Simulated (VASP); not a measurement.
These are LDA (Ceperley-Alder, Perdew-Zunger), VASP's LDA PAW potentials (set 64) (plane waves; VASP) values and carry that method's errors.

Input for VASP

**INCAR**
```
SYSTEM = Ba
PREC = Accurate; ENCUT = 400; LREAL = .FALSE.
LASPH = .TRUE.
EDIFF = 1E-8; NELM = 100; ALGO = Normal
LMAXMIX = 4
ISMEAR = 1; SIGMA = 0.1
IBRION = 1; NSW = 30; ISIF = 2
EDIFFG = -0.001
LWAVE = .FALSE.; LCHARG = .FALSE.
```

File POSCAR:
```
Ba
1.0
 -2.3870762062   2.3870762062   2.3870762062
  2.3870762062  -2.3870762062   2.3870762062
  2.3870762062   2.3870762062  -2.3870762062
Ba
1
Direct
  0.0000000000   0.0000000000   0.0000000000
```

**KPOINTS**
```
Automatic mesh
0
G
  10 10 10
0 0 0
```

POTCAR, in this order: Ba_sv (LDA.64 set). Program: vasp_std.

Output of the run:

### OUTCAR
```
 ion  position               nearest neighbor table
   1  0.000  0.000  0.000-
  LATTYP: Found a body centered cubic cell.
 ALAT       =     4.7741524124
 Subroutine PRICEL returns:
 Original cell was already a primitive cell.
 Subroutine GETGRP returns: Found 48 space group operations
The static configuration has the point symmetry O_h .
The dynamic configuration has the point symmetry O_h .
 Subroutine INISYM returns: Found 48 space group operations
 Subroutine IBZKPT returns following result:
 Found     47 irreducible k-points:

 Following reciprocal coordinates:
            Coordinates               Weight
  0.000000  0.000000  0.000000      1.000000
  0.100000  0.000000  0.000000     12.000000
  0.200000  0.000000  0.000000     12.000000
  0.300000  0.000000  0.000000     12.000000
  0.400000  0.000000  0.000000     12.000000
  0.500000  0.000000  0.000000      6.000000
  0.100000  0.100000  0.000000     24.000000
  0.200000  0.100000  0.000000     48.000000
  0.300000  0.100000  0.000000     48.000000
  0.400000  0.100000  0.000000     48.000000
  0.200000  0.200000  0.000000     24.000000
  0.300000  0.200000  0.000000     48.000000
  0.400000  0.200000 -0.000000     24.000000
  0.300000  0.300000  0.000000     24.000000
  0.100000  0.100000  0.100000      8.000000
  0.200000  0.100000  0.100000     24.000000
  0.300000  0.100000  0.100000     24.000000
  0.400000  0.100000  0.100000     12.000000
 -0.100000  0.100000  0.100000      6.000000
  0.200000  0.200000  0.100000     24.000000
  0.300000  0.200000  0.100000     48.000000
 -0.200000  0.200000  0.100000     24.000000
  0.300000  0.300000  0.100000      8.000000
 -0.300000  0.300000  0.100000     24.000000
 -0.200000  0.300000  0.100000     24.000000
...
```

File OSZICAR:
```
       N       E                     dE             d eps       ncg     rms          rms(c)
DAV:   1     0.461875322005E+02    0.46188E+02   -0.40316E+03   854   0.773E+02
DAV:   2    -0.472030666847E+00   -0.46660E+02   -0.45702E+02  1002   0.138E+02
DAV:   3    -0.221002787779E+01   -0.17380E+01   -0.17329E+01  1086   0.293E+01
DAV:   4    -0.225751111647E+01   -0.47483E-01   -0.47325E-01  1263   0.407E+00
DAV:   5    -0.225828298395E+01   -0.77187E-03   -0.77150E-03  1179   0.368E-01    0.203E+00
DAV:   6    -0.225114002651E+01    0.71430E-02   -0.49827E-03  1171   0.730E-01    0.119E+00
DAV:   7    -0.224717879049E+01    0.39612E-02   -0.85980E-03  1181   0.938E-01    0.575E-02
DAV:   8    -0.224723036667E+01   -0.51576E-04   -0.13715E-04  1207   0.780E-02    0.683E-03
DAV:   9    -0.224723206178E+01   -0.16951E-05   -0.49854E-06  1145   0.110E-02    0.257E-03
DAV:  10    -0.224723184881E+01    0.21296E-06   -0.32959E-07  1174   0.347E-03    0.111E-03
DAV:  11    -0.224723185619E+01   -0.73776E-08   -0.16831E-08  1064   0.801E-04
   1 F= -.22472319E+01 E0= -.22469362E+01  d E =-.224723E+01
```

File OUTCAR:
```
------------------------ aborting loop because EDIFF is reached ----------------------------------------
  FORCE on cell =-STRESS in cart. coord.  units (eV):
  Direction    XX          YY          ZZ          XY          YZ          ZX
  --------------------------------------------------------------------------------------
  Total        0.0007294      0.0007294      0.0007294      0.0000000     -0.0000000      0.0000000
  in kB        0.0214783      0.0214783      0.0214783      0.0000000     -0.0000000      0.0000000
  external PRESSURE =       0.0214783 kB  Pullay stress =       0.0000000 kB
  volume of cell :       54.41
      direct lattice vectors                 reciprocal lattice vectors
    -2.387076206  2.387076206  2.387076206     0.000000000  0.209461264  0.209461264
     2.387076206 -2.387076206  2.387076206     0.209461264  0.000000000  0.209461264
     2.387076206  2.387076206 -2.387076206     0.209461264  0.209461264  0.000000000
 POSITION                                       TOTAL-FORCE (eV/Angst)
 -----------------------------------------------------------------------------------
      0.00000      0.00000      0.00000         0.000000      0.000000      0.000000
 -----------------------------------------------------------------------------------
    total drift:                                0.000000      0.000000      0.000000
  FREE ENERGIE OF THE ION-ELECTRON SYSTEM (eV)
  ---------------------------------------------------
  free  energy   TOTEN  =        -2.2472318562 eV

  energy  without entropy=       -2.2463449269  energy(sigma->0) =       -2.24693621

 reached required accuracy - stopping structural energy minimisation
```
(Selected blocks of OUTCAR.)

### OUTCAR
```
 val. band max:        1.8930155694   @ k =   0.3000   0.3000   0.0000

 cond. band min:       1.9473554791   @ k =  -0.4000  -0.4000   0.1000


 Fermi energy:         1.8990036446

 k-point     1 :       0.0000    0.0000    0.0000
  band No.  band energies     occupation
      1     -26.6565      2.00000
      2     -11.5060      2.00000
      3     -11.5060      2.00000
      4     -11.5060      2.00000
      5      -0.8672      2.00000
      6       3.8534     -0.00000
      7       3.8534     -0.00000
      8       3.8534     -0.00000
      9       5.5272      0.00000

 k-point     2 :       0.1000    0.0000    0.0000
  band No.  band energies     occupation
      1     -26.6487      2.00000
      2     -11.5843      2.00000
      3     -11.5292      2.00000
      4     -11.5068      2.00000
      5      -0.6432      2.00000
      6       3.6774     -0.00000
      7       3.7594     -0.00000
      8       4.0824      0.00000
      9       5.2524      0.00000

 k-point     3 :       0.2000    0.0000    0.0000
  band No.  band energies     occupation
      1     -26.6281      2.00000
      2     -11.7806      2.00000
      3     -11.5890      2.00000
      4     -11.5087      2.00000
      5      -0.0584      2.00000
      6       3.2892     -0.00000
      7       3.3837     -0.00000
      8       4.7514      0.00000
      9       5.1357      0.00000

 k-point     4 :       0.3000    0.0000    0.0000
  band No.  band energies     occupation
      1     -26.6025      2.00000
      2     -12.0085      2.00000
      3     -11.6611      2.00000
      4     -11.5112      2.00000
      5       0.5936      2.00000
      6       2.9016     -0.00000
      7       3.1031     -0.00000
      8       5.3789      0.00000
      9       5.6804      0.00000

 k-point     5 :       0.4000    0.0000    0.0000
  band No.  band energies     occupation
      1     -26.5815      2.00000
      2     -12.1828      2.00000
      3     -11.7180      2.00000
...
```

Unless said otherwise, spin-orbit coupling is left out, though it shifts the bands of the heavy elements here.

The compound is Ba in the bcc structure. It was relaxed first, which changed the volume by -14 %. The start is the result of an earlier pass.
